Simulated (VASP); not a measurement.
Computed with TPSS meta-GGA, VASP's PBE PAW potentials (set 64) (plane waves; VASP).

A VASP calculation is set up with these files.

**INCAR**
```
! general
SYSTEM  = Te atom
PREC    = Normal
ENCUT   = 520
LREAL   = .FALSE.
LASPH   = .TRUE.
ISYM    = 0

! electronic loop
EDIFF   = 1E-6
NELM    = 200
ALGO    = All
LMAXMIX = 4
LMIXTAU = .TRUE.

! smearing
ISMEAR  = 0
SIGMA   = 0.01

! functional
METAGGA = TPSS

! spin
ISPIN   = 2
MAGMOM  = 2
NUPDOWN = 2

! output
LWAVE   = .FALSE.
LCHARG  = .FALSE.
LORBIT  = 10
```

KPOINTS:
```
Automatic mesh
0
Gamma
1 1 1
0 0 0
```

### POSCAR
```
Te atom
1
   12.0000000000     0.0000000000     0.0000000000
    0.0000000000    12.5000000000     0.0000000000
    0.0000000000     0.0000000000    13.0000000000
Te
1
Direct
  0.0000000000   0.0000000000   0.0000000000
```

POTCAR, in this order: Te (PBE.64 set). Program: vasp_gam. Read from the step before: WAVECAR.

What VASP printed:

OSZICAR:
```
       N       E                     dE             d eps       ncg     rms           ort
SDA:   1    -0.862198735511E+01   -0.86220E+01    0.00000E+00     8   0.227E-01   0.000E+00
CGA:   2    -0.862983117992E+01   -0.78438E-02   -0.78409E-02     8   0.346E-02   0.347E-04
CGA:   3    -0.863089516632E+01   -0.10640E-02   -0.10658E-02     8   0.103E-02  -0.212E-04
SDA:   4    -0.863473187527E+01   -0.38367E-02   -0.37632E-02     8   0.132E+00   0.277E-03
CGA:   5    -0.866575047135E+01   -0.31019E-01   -0.37283E-01     8   0.410E-01   0.110E-01
CGA:   6    -0.872575498203E+01   -0.60005E-01   -0.59981E-01     8   0.135E+00   0.360E-03
CGA:   7    -0.873190599336E+01   -0.61510E-02   -0.16915E-01     8   0.888E-01  -0.334E-01
CGA:   8    -0.874227697860E+01   -0.10371E-01   -0.10385E-01     8   0.588E-01  -0.104E-03
CGA:   9    -0.875260948175E+01   -0.10333E-01   -0.10332E-01     8   0.379E-01  -0.817E-04
CGA:  10    -0.875988596409E+01   -0.72765E-02   -0.72734E-02     8   0.254E-01  -0.448E-04
CGA:  11    -0.876450028262E+01   -0.46143E-02   -0.46139E-02     8   0.149E-01  -0.137E-04
CGA:  12    -0.876728809331E+01   -0.27878E-02   -0.27895E-02     8   0.954E-02   0.431E-05
CGA:  13    -0.876917205555E+01   -0.18840E-02   -0.18858E-02     8   0.623E-02   0.103E-04
CGA:  14    -0.877037849787E+01   -0.12064E-02   -0.12078E-02     8   0.389E-02   0.937E-05
CGA:  15    -0.877115959004E+01   -0.78109E-03   -0.78192E-03     8   0.259E-02   0.857E-05
CGA:  16    -0.877168692915E+01   -0.52734E-03   -0.52791E-03     8   0.162E-02   0.828E-05
CGA:  17    -0.877200479225E+01   -0.31786E-03   -0.31830E-03     8   0.949E-03   0.648E-05
CGA:  18    -0.877219769007E+01   -0.19290E-03   -0.19311E-03     8   0.608E-03   0.371E-05
CGA:  19    -0.877232609917E+01   -0.12841E-03   -0.12845E-03     8   0.394E-03   0.856E-06
CGA:  20    -0.877240791822E+01   -0.81819E-04   -0.81763E-04     8   0.246E-03  -0.133E-05
CGA:  21    -0.877246013478E+01   -0.52217E-04   -0.52143E-04     8   0.162E-03  -0.221E-05
CGA:  22    -0.877249502707E+01   -0.34892E-04   -0.34837E-04     8   0.105E-03  -0.217E-05
CGA:  23    -0.877251697788E+01   -0.21951E-04   -0.21905E-04     8   0.645E-04  -0.161E-05
CGA:  24    -0.877253052035E+01   -0.13542E-04   -0.13520E-04     8   0.410E-04  -0.101E-05
CGA:  25    -0.877253928594E+01   -0.87656E-05   -0.87581E-05     8   0.266E-04  -0.444E-06
CGA:  26    -0.877254488687E+01   -0.56009E-05   -0.56029E-05     8   0.169E-04   0.943E-07
CGA:  27    -0.877254845719E+01   -0.35703E-05   -0.35796E-05     8   0.110E-04   0.456E-06
CGA:  28    -0.877255083110E+01   -0.23739E-05   -0.23839E-05     8   0.715E-05   0.552E-06
CGA:  29    -0.877255239388E+01   -0.15628E-05   -0.15699E-05     8   0.438E-05   0.387E-06
CGA:  30    -0.877255337737E+01   -0.98349E-06   -0.98481E-06     8   0.263E-05   0.945E-07
   1 F= -.87725534E+01 E0= -.87725534E+01  d E =-.663212E-15  mag=     2.0000
```

### OUTCAR
```
------------------------ aborting loop because EDIFF is reached ----------------------------------------
  FORCE on cell =-STRESS in cart. coord.  units (eV):
  Direction    XX          YY          ZZ          XY          YZ          ZX
  --------------------------------------------------------------------------------------
  Total       -0.0002650     -0.0001309      0.0005275     -0.0003734     -0.0000458     -0.0000516
  in kB       -0.0002177     -0.0001076      0.0004334     -0.0003068     -0.0000377     -0.0000424
  external PRESSURE =       0.0000360 kB  Pullay stress =       0.0000000 kB
  volume of cell :     1950.00
      direct lattice vectors                 reciprocal lattice vectors
    12.000000000  0.000000000  0.000000000     0.083333333  0.000000000  0.000000000
     0.000000000 12.500000000  0.000000000     0.000000000  0.080000000  0.000000000
     0.000000000  0.000000000 13.000000000     0.000000000  0.000000000  0.076923077
 POSITION                                       TOTAL-FORCE (eV/Angst)
 -----------------------------------------------------------------------------------
      0.00000      0.00000      0.00000        -0.000000      0.000000     -0.000000
 -----------------------------------------------------------------------------------
    total drift:                               -0.000000      0.000000     -0.000000
  FREE ENERGIE OF THE ION-ELECTRON SYSTEM (eV)
  ---------------------------------------------------
  free  energy   TOTEN  =        -8.7725533774 eV

  energy  without entropy=       -8.7725533774  energy(sigma->0) =       -8.77255338

 total charge

# of ion       s       p       d       tot
------------------------------------------
    1        1.403   1.819   0.001   3.223

 magnetization (x)

# of ion       s       p       d       tot
------------------------------------------
    1        0.006   0.945   0.001   0.951
```
(Selected blocks of OUTCAR.)

The atom may not be in its lowest state.

The cell is a free atom in a box.
